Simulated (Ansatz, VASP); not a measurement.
# AgC: VASP beside Ansatz, part 2 of 2

Aim: how closely do two programs agree when they are given the same cell, functional and k mesh? The cell is generated by rule, not measured, and may not be a known phase. Of the first pair: The two relaxations start from unlike cells of this crystal (the structure described is Ansatz's start), so only their ends are compared.

VASP 6.6.1 and Ansatz 0.2.0.

So far: The structure; VASP: relaxation of cell and atoms, PBEsol, pair 1; Ansatz: relaxation of cell and atoms, PBEsol, pair 1; Side by side.

**5. Ansatz: relaxation of cell and atoms, PBEsol, pair 2**

Level of this step: Ansatz beside VASP: Kohn-Sham DFT, plane waves, PBEsol (Ansatz).

The relaxed volume is the usual yardstick between codes: in a stiff, nearly cubic crystal its relative difference is about their pressure difference at one cell divided by the bulk modulus. Its start cell is another than that of the pair before, and may be another structure of the material.

The cell is taken from a series of runs on this material, whose earlier steps may have relaxed, scaled, displaced or heated it; both programs get it as it stands.

File input.yaml:

```yaml
crystal:
  lattice:
    - [3.0804985335, 0.0, 0.0]
    - [0.0, 3.0804985335, 0.0]
    - [0.0, 0.0, 2.6712151803]
  atoms:
    - { symbol: Ag, position: [0.0, 0.0, 0.1450014256] }
    - { symbol: C, position: [0.5, 0.5, 0.1449985744] }
kpoints:
  mp_grid: { grid: [16, 16, 16] }
hamiltonian:
  xc: pbesol
scf:
  occupations: { method: methfessel_paxton, width: 0.2 }
output:
  forces: true
  stress: true
  eigenvalues: true
relax:
  adjacent_minimum: "off"
  f_tol: 0.001
  max_steps: 60
  cell: { stress_tol: 0.01 }
```

Run with:

```
$ ansatz run input.yaml --threads 4 --pin off --max-ram 8192MiB --backend cpu --events-out ev --progress --plain --runs-dir out
```

Numbers of over 12 decimals in the logs are rounded to 6 here.

What it wrote:

```text
[...]
k-point 404: bands = [... 8 lower, 10.8216, 11.8822, 11.8822, 12.0750, 13.3647, 20.0748, 23.5887, 24.4622]
--- Relaxed structure (4 steps of the walk, 4 accepted, 1 SCFs on fresh bases) ---
[...]
cell:  # Å, volume = 25.3117 Å³
    - [3.082228, 0.0, 0.0]
    - [0.0, 3.082228, 0.0]
    - [0.0, 0.0, 2.664356]
  atoms:
    - { symbol: Ag, position: [0, 0, 0.145] }
    - { symbol: C, position: [0.5, 0.5, 0.145] }
[key lines of the parts left out:]
SCF converged after 5 iterations
Free energy (F): -7764.428071 eV
Fermi energy:    14.156222 eV
P = ⅓ Tr σ = -0.0004 GPa (-0.004 kbar)
```

**6. VASP: relaxation of cell and atoms, PBEsol, pair 2**

The same cell, functional, mesh and smearing now go to VASP, with its own data sets.

File INCAR:

```
SYSTEM = AgC
PREC = Accurate
ENCUT = 600
EDIFF = 1E-07
NELM = 120
ISMEAR = 1
SIGMA = 0.2
LREAL = .FALSE.
ALGO = Normal
GGA = PS
NBANDS = 13
LASPH = .TRUE.
LORBIT = 11
LWAVE = .FALSE.
LCHARG = .FALSE.
ISIF = 3
IBRION = 2
NSW = 80
EDIFFG = -0.005
GGA_COMPAT = .FALSE.
NELMIN = 4
KPAR = 2
```

File POSCAR:

```
AgC
1.0
    3.0804990000      0.0000000000      0.0000000000
    0.0000000000      3.0804990000      0.0000000000
    0.0000000000      0.0000000000      2.6712150000
Ag C
1 1
Direct
    0.0000000000      0.0000000000      0.1449999345
    0.4999998377      0.4999998377      0.1449999345
```

File KPOINTS:

```
Automatic mesh
0
Gamma
16 16 16
0 0 0
```

PAW data sets: Ag and C (PBE family, release 64).

The relaxed cell was symmetrised before this step.

Run with:

```
$ mpirun -np 2 vasp_std
```

What it wrote:

```text
[banner, memory and clock lines left out]
running    2 mpi-ranks, on    1 nodes
[...]
[... a notice as in an earlier step ...]

 LDA part: xc-table for (Slater+PW92), standard interpolation
 POSCAR, INCAR and KPOINTS ok, starting setup
[...]
entering main loop
       N       E                     dE             d eps       ncg     rms          rms(c)
DAV:   1     0.712297961002E+02    0.71230E+02   -0.77442E+03 10530   0.118E+03
DAV:   2    -0.834454822069E+01   -0.79574E+02   -0.73487E+02 12015   0.241E+02
DAV:   3    -0.105774671502E+02   -0.22329E+01   -0.22076E+01 12565   0.407E+01
DAV:   4    -0.105876364710E+02   -0.10169E-01   -0.10168E-01 12070   0.318E+00
[...]
DAV:  12    -0.845340944974E+01    0.66492E-05   -0.94385E-05 11445   0.108E-01    0.816E-03
DAV:  13    -0.845340965993E+01   -0.21019E-06   -0.27446E-06 12625   0.143E-02    0.412E-03
DAV:  14    -0.845340957068E+01    0.89248E-07   -0.41146E-08  7225   0.260E-03
   1 F= -.84534096E+01 E0= -.84531479E+01  d E =-.845341E+01
[... from here on, the cycles between the ionic steps are left out ...]
   2 F= -.84535564E+01 E0= -.84533207E+01  d E =-.146785E-03
   3 F= -.84535680E+01 E0= -.84533401E+01  d E =-.158450E-03
   4 F= -.84536465E+01 E0= -.84534553E+01  d E =-.784983E-04
 trial-energy change:   -0.000078  1 .order   -0.000078   -0.000145   -0.000011
 step:   1.1457(harm=  1.1477)  dis= 0.00000  next Energy=    -8.453647 (dE=-0.789E-04)
 reached required accuracy - stopping structural energy minimisation
```

Parts of OUTCAR (step 6):

```text
  Total       -0.0015161     -0.0015161     -0.0076936      0.0000000     -0.0000000      0.0000000
  in kB       -0.0961806     -0.0961806     -0.4880678      0.0000000     -0.0000000      0.0000000
  external PRESSURE =      -0.2268097 kB  Pullay stress =       0.0000000 kB

 POSITION                                       TOTAL-FORCE (eV/Angst)
 -----------------------------------------------------------------------------------
     -0.00000      3.08228      0.38547         0.000000     -0.000000      0.000000
      1.54114      1.54114      0.38547        -0.000000      0.000000     -0.000000
 -----------------------------------------------------------------------------------
    total drift:                                0.000078      0.000078      0.000001

  FREE ENERGIE OF THE ION-ELECTRON SYSTEM (eV)
  ---------------------------------------------------
  free  energy   TOTEN  =        -8.4536465188 eV

  energy  without entropy=       -8.4530729847  energy(sigma->0) =       -8.45345534

[... 1 part as in an earlier step ...]

[... 3 further parts left out ...]
[key lines of the parts left out:]
E-fermi :   7.3633
```

**7. Side by side**

What differs besides the data sets and the points named for the pairs above, as far as they apply: the data sets hold 23 valence electrons in Ansatz (on its default PAW (the set named soft_2) files) and 15 in VASP. Total energies have different zeros and are not compared.

Both answers:

| quantity | Ansatz | VASP | difference |
| --- | --- | --- | --- |
| volume (Å³) | 25.31 | 25.26 | +0.22 % |
| edge a after relaxation, in the typed setting (Å) | 3.082 | 3.082 | +0.00 % |
| edge c after relaxation, in the typed setting (Å) | 2.664 | 2.658 | +0.23 % |

**8. Results**

```
difference in volume (relaxation of cell and atoms, PBEsol, pair 1)                                        : 0.37 %
difference in edge c after relaxation, in the typed setting (relaxation of cell and atoms, PBEsol, pair 2) : 0.23 %
```

**Reading.** The difference in volume is 0.37 % (relaxation of cell and atoms, PBEsol, pair 1), within the 1.2 % picked in this series as the mark of a large difference, as far as the stopping tolerances let one tell. The data sets hold unlike numbers of valence electrons (23 in Ansatz and 15 in VASP), so part of the differences comes from the potentials. 1 further run of this series is not shown here. Such differences can come from data sets, numerical settings and the points named under the comparisons, not from the functional's error against experiment.

[Lines on the potential files, build, host, timing and source positions are cut from VASP's logs without a mark.]

[Logs are printed without paths, hosts, clocks, repeated set-up lines and the standing remarks that a program may print on its own settings, such as how far it seeks lower states.]

[Hosts, paths, dates, database ids (printed as entryN), source tags and the programs' standing remarks are cut or masked in the printed files.]
